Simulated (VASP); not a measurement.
Energy against volume of Al$_{3}$Sc (L1_2). All values below come from r2SCAN+rVV10, VASP's PBE PAW potentials (set 64) (plane waves; VASP 6.6.1). Run with 520 eV cut-off, 8×8×8 Γ-centred mesh, first-order Methfessel-Paxton smearing of 0.10 eV, potentials Sc_sv Al.

| V (Å³/atom) | E (eV/atom) |
|---|---|
| 15.951 | -8.24324 |
| 16.460 | -8.25886 |
| 16.969 | -8.26383 |
| 17.478 | -8.25961 |

Task: Fit these four points and predict the energy of the run at 17.987 Å³/atom.

Result: A cubic in V^(−2/3), the third-order Birch-Murnaghan form, passes through the four points with V0 = 16.98 Å³/atom and B0 = 96 GPa, and gives -8.2474 eV/atom there. The run gave -8.2475 eV/atom, -0.1 meV/atom from the fit; all five points give B0 = 96 GPa.

The compound is Al3Sc in the L1_2 structure. It was relaxed first.
